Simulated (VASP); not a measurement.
Here is the system:

```
MgF2
1.0
    4.39273     0.00000     0.00000
    0.00000     4.39273     0.00000
    0.00000     0.00000     2.92705
Mg F
2 4
Direct
  0.00000   0.00000   0.00000
  0.50000   0.50000   0.50000
  0.30141   0.30141   0.00000
  0.80141   0.19859   0.50000
  0.19859   0.80141   0.50000
  0.69859   0.69859   0.00000
```

All values below come from PBEsol GGA, VASP's PBE PAW potentials (set 64) (plane waves; VASP 6.6.1). Settings: 620 eV cut-off, 5×5×8 Γ-centred mesh, Gaussian smearing of 0.050 eV, potentials Mg F.

Energy and stress use the plane-wave basis of the starting cell.

Task: The ions, cell shape and volume at an external pressure of 30.0 GPa are relaxed. Which structure does the run end with?

Result: 
```
MgF2
1.0
    4.31924     0.00000     0.00000
    0.00000     4.31924     0.00000
    0.00000     0.00000     2.88434
Mg F
2 4
Direct
  0.00000   0.00000   0.00000
  0.50000   0.50000   0.50000
  0.30112   0.30112   0.00000
  0.80112   0.19888   0.50000
  0.19888   0.80112   0.50000
  0.69888   0.69888   0.00000
```
Space group P4_2/mnm (136), at a tolerance of 0.03 Å.

Task: How do energy and volume change from the first to the last step?

Result: The energy (σ→0) changes by +69.5 meV/atom and the volume by -4.7 %, in 6 ionic steps.

| step | E(σ→0) (eV) | max force (eV/Å) | pressure (GPa) | volume (Å³) |
|---|---|---|---|---|
| 1 | -32.0908 | 0.010 | 20.24 | 56.48 |
| 2 | -31.2676 | 0.109 | 38.85 | 51.92 |
| 3 | -31.6855 | 0.053 | 29.94 | 53.88 |
| 4 | -31.6759 | 0.055 | 30.16 | 53.82 |
| 5 | -31.6731 | 0.022 | 30.18 | 53.81 |
| 6 | -31.6737 | 0.009 | 30.16 | 53.81 |

The compound is MgF2 in the rutile structure. This run relaxes it under an external pressure of 30 GPa. Symmetry was kept, so distortions that lower it aren't found.
